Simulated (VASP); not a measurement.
All values below come from LDA (Ceperley-Alder, Perdew-Zunger), VASP's LDA PAW potentials (set 64) (plane waves; VASP).

VASP ran on this input.

**INCAR**
```
SYSTEM = LiCl
PREC = Accurate
ENCUT = 520
EDIFF = 1E-6
NELM = 100
ALGO = Normal
LREAL = .FALSE.
LASPH = .TRUE.
ISMEAR = 0
SIGMA = 0.05
LWAVE = .FALSE.
LCHARG = .FALSE.
IBRION = 2
ISIF = 3
NSW = 60
EDIFFG = -0.01
```

POSCAR:
```
LiCl
1.0
  0.0000000000   2.5700000000   2.5700000000
  2.5700000000   0.0000000000   2.5700000000
  2.5700000000   2.5700000000   0.0000000000
Li Cl
1 1
Cart
  0.0000000000   0.0000000000   0.0000000000
  2.5700000000   2.5700000000   2.5700000000
```

### KPOINTS
```
K-points
0
gamma
8 8 8
```

POTCAR, in this order: Li_sv Cl (LDA.64 set). Program: vasp_std.

The resulting files:

File OSZICAR:
```
       N       E                     dE             d eps       ncg     rms          rms(c)
DAV:   1     0.435029888924E+02    0.43503E+02   -0.42654E+03   522   0.101E+03
DAV:   2    -0.597957351977E+01   -0.49483E+02   -0.47819E+02   712   0.161E+02
DAV:   3    -0.807739644480E+01   -0.20978E+01   -0.20959E+01   632   0.395E+01
DAV:   4    -0.813474278856E+01   -0.57346E-01   -0.57249E-01   824   0.623E+00
DAV:   5    -0.813515780460E+01   -0.41502E-03   -0.41500E-03   667   0.525E-01    0.233E+00
DAV:   6    -0.806514652430E+01    0.70011E-01   -0.15072E-01   599   0.210E+00    0.162E+00
DAV:   7    -0.805784668740E+01    0.72998E-02   -0.38439E-02   786   0.114E+00    0.808E-01
DAV:   8    -0.805780292682E+01    0.43761E-04   -0.34547E-03   767   0.501E-01    0.122E-01
DAV:   9    -0.805778110433E+01    0.21822E-04   -0.18045E-04   646   0.105E-01    0.357E-02
DAV:  10    -0.805779219477E+01   -0.11090E-04   -0.11214E-05   623   0.303E-02    0.981E-03
DAV:  11    -0.805779197773E+01    0.21704E-06   -0.15742E-06   384   0.108E-02
   1 F= -.80577920E+01 E0= -.80577920E+01  d E =-.805779E+01
       N       E                     dE             d eps       ncg     rms          rms(c)
DAV:   1    -0.823510233133E+01   -0.17731E+00   -0.28829E+00   522   0.131E+01    0.260E+00
DAV:   2    -0.810377782303E+01    0.13132E+00   -0.36570E-01   629   0.428E+00    0.865E-01
DAV:   3    -0.808910576342E+01    0.14672E-01   -0.57129E-02   542   0.157E+00    0.556E-01
DAV:   4    -0.808795557564E+01    0.11502E-02   -0.15785E-03   889   0.328E-01    0.924E-02
DAV:   5    -0.808791240073E+01    0.43175E-04   -0.16388E-04   703   0.104E-01    0.265E-02
DAV:   6    -0.808791028852E+01    0.21122E-05   -0.45469E-06   664   0.210E-02    0.952E-03
DAV:   7    -0.808791019989E+01    0.88635E-07   -0.83208E-07   302   0.821E-03
   2 F= -.80879102E+01 E0= -.80879102E+01  d E =-.301182E-01
       N       E                     dE             d eps       ncg     rms          rms(c)
DAV:   1    -0.820362656514E+01   -0.11572E+00   -0.20957E+00   522   0.113E+01    0.221E+00
DAV:   2    -0.810994598020E+01    0.93681E-01   -0.25642E-01   628   0.364E+00    0.745E-01
DAV:   3    -0.809885789821E+01    0.11088E-01   -0.42958E-02   544   0.137E+00    0.475E-01
DAV:   4    -0.809803209247E+01    0.82581E-03   -0.11673E-03   898   0.284E-01    0.805E-02
DAV:   5    -0.809799811143E+01    0.33981E-04   -0.12263E-04   689   0.901E-02    0.233E-02
DAV:   6    -0.809799660989E+01    0.15015E-05   -0.32968E-06   616   0.185E-02    0.824E-03
DAV:   7    -0.809799656042E+01    0.49474E-07   -0.61940E-07   285   0.734E-03
   3 F= -.80979966E+01 E0= -.80979966E+01  d E =-.402046E-01
       N       E                     dE             d eps       ncg     rms          rms(c)
DAV:   1    -0.810029804008E+01   -0.23014E-02   -0.42625E-02   523   0.159E+00    0.307E-01
DAV:   2    -0.809839590891E+01    0.19021E-02   -0.53162E-03   636   0.520E-01    0.107E-01
DAV:   3    -0.809816446229E+01    0.23145E-03   -0.87875E-04   544   0.196E-01    0.650E-02
DAV:   4    -0.809814764825E+01    0.16814E-04   -0.23611E-05   906   0.401E-02    0.110E-02
DAV:   5    -0.809814696569E+01    0.68256E-06   -0.23519E-06   490   0.124E-02
   4 F= -.80981470E+01 E0= -.80981470E+01  d E =-.403550E-01
```

### OUTCAR
```
------------------------ aborting loop because EDIFF is reached ----------------------------------------
  FORCE on cell =-STRESS in cart. coord.  units (eV):
  Direction    XX          YY          ZZ          XY          YZ          ZX
  --------------------------------------------------------------------------------------
  Total        0.0034930      0.0034930      0.0034930      0.0000000      0.0000000     -0.0000000
  in kB        0.1832908      0.1832908      0.1832908      0.0000000      0.0000000     -0.0000000
  external PRESSURE =       0.1832908 kB  Pullay stress =       0.0000000 kB
  volume of cell :       30.53
      direct lattice vectors                 reciprocal lattice vectors
    -0.000000000  2.480735541  2.480735541    -0.201553125  0.201553125  0.201553125
     2.480735541  0.000000000  2.480735541     0.201553125 -0.201553125  0.201553125
     2.480735541  2.480735541  0.000000000     0.201553125  0.201553125 -0.201553125
  FREE ENERGIE OF THE ION-ELECTRON SYSTEM (eV)
  ---------------------------------------------------
  free  energy   TOTEN  =        -8.0981469657 eV

  energy  without entropy=       -8.0981469657  energy(sigma->0) =       -8.09814697

 reached required accuracy - stopping structural energy minimisation
```
(Selected blocks of OUTCAR.)

File CONTCAR:
```
LiCl
   1.00000000000000
    -0.0000000000000000    2.4807355413243553    2.4807355413243553
     2.4807355413243553    0.0000000000000000    2.4807355413243553
     2.4807355413243553    2.4807355413243553    0.0000000000000000
  Li              Cl
     1     1
Direct
     1.0000000000000000    1.0000000000000000    0.0000000000000000
     0.5000000000000000    0.5000000000000000    0.5000000000000000
```

OUTCAR:
```
 val. band max:        1.2638650894   @ k =   0.0000   0.0000   0.0000

 cond. band min:       7.7788544780   @ k =   0.5000   0.0000   0.0000


 Fermi energy:         1.5371915097

 k-point     1 :       0.0000    0.0000    0.0000
  band No.  band energies     occupation
      1     -41.0761      2.00000
      2     -12.4457      2.00000
      3       1.2639      2.00000
      4       1.2639      2.00000
      5       1.2639      2.00000
      6       7.8912      0.00000
      7      13.0787      0.00000
      8      13.0787      0.00000
      9      13.0787      0.00000

 k-point     2 :       0.1250    0.0000    0.0000
  band No.  band energies     occupation
      1     -41.0751      2.00000
      2     -12.3509      2.00000
      3       0.6416      2.00000
      4       1.2139      2.00000
      5       1.2139      2.00000
      6       8.3494      0.00000
      7      12.3017      0.00000
      8      13.0079      0.00000
      9      13.0079      0.00000

 k-point     3 :       0.2500    0.0000    0.0000
  band No.  band energies     occupation
      1     -41.0732      2.00000
      2     -12.1062      2.00000
      3      -0.5989      2.00000
      4       1.1012      2.00000
      5       1.1012      2.00000
      6       8.5217      0.00000
      7      11.7946      0.00000
      8      11.7946      0.00000
      9      12.4560      0.00000

 k-point     4 :       0.3750    0.0000    0.0000
  band No.  band energies     occupation
      1     -41.0712      2.00000
      2     -11.8343      2.00000
      3      -1.6540      2.00000
      4       0.9983      2.00000
      5       0.9983      2.00000
      6       8.0202      0.00000
      7      10.8330      0.00000
      8      10.8330      0.00000
      9      14.0141      0.00000

 k-point     5 :       0.5000    0.0000    0.0000
  band No.  band energies     occupation
      1     -41.0704      2.00000
      2     -11.7119      2.00000
      3      -2.0622      2.00000
...
```

Energy and stress use the plane-wave basis of the starting cell.

The compound is LiCl in the rock salt structure. This run relaxes it. Symmetry was kept, so distortions that lower it aren't found.
